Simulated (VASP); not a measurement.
Crystal: Hf2SiN2.

```
CELL_PARAMETERS angstrom
3.96611 0.00000 0.00000
0.00000 3.96611 0.00000
0.00000 0.00000 4.11595
ATOMIC_POSITIONS crystal
Hf 0.50000 0.00000 0.50000
Hf 0.00000 0.50000 0.50000
Si 0.00000 0.00000 0.50000
N 0.50000 0.00000 0.00000
N 0.00000 0.50000 0.00000
```

The cell was built by a generator and needn't be a form met in nature.

The cell isn't the ideal one: random cell by space group and Wyckoff sites (P4/mmm, No. 123).

- Program: VASP 6.6.1
- Task: relaxation of cell and atoms
- Functional: PBE
- Potentials or basis: VASP PAW PBE potentials, release 64 (Hf_pv, Si, N)
- Cutoff: 600 eV
- k mesh: 4 × 4 × 4
- Occupations: gaussian, width 0.1 eV
- Spin: no spin polarisation

At the start: pressure 100.1 GPa; volume 12.95 Å³/atom.

**Question.** How do energy, volume and symmetry change on relaxing?

**Answer.** Over 8 steps the energy falls by 2858.0 meV/atom and the volume is 22.20 Å³/atom (+71.4 %); space group P4/mmm (No. 123, to 0.05 Å).

The path:
| step | energy change (eV) | largest force (eV/Å) | pressure (GPa) | volume (Å³) |
| --- | --- | --- | --- | --- |
| 1 | 0.0000 | 0.0000 | 100.07 | 64.74 |
| 2 | -11.0116 | 0.0000 | -14.59 | 162.80 |
| 3 | -14.1720 | 0.0000 | -2.76 | 112.32 |
| 4 | -14.1767 | 0.0000 | -4.11 | 114.77 |
| 5 | -14.1782 | 0.0000 | -3.49 | 113.62 |
| 6 | -13.9332 | 0.0000 | 8.51 | 106.81 |
| 7 | -14.2893 | 0.0000 | -0.06 | 111.12 |
| 8 | -14.2898 | 0.0000 | 0.16 | 110.98 |

Final structure:
```yaml
crystal:
  lattice:
    - [5.26080, 0.00000, 0.00000]
    - [0.00000, 5.26080, 0.00000]
    - [0.00000, 0.00000, 4.01002]
  atoms:
    - { symbol: Hf, position: [0.50000, 0.00000, 0.50000] }
    - { symbol: Hf, position: [0.00000, 0.50000, 0.50000] }
    - { symbol: Si, position: [0.00000, 0.00000, 0.50000] }
    - { symbol: N, position: [0.50000, 0.00000, 0.00000] }
    - { symbol: N, position: [0.00000, 0.50000, 0.00000] }
```

Caveat: the k mesh is coarse (spacing up to 0.40 Å⁻¹), so the values aren't converged; the volume moved by over 15 % at a fixed basis, so the end points are rough.
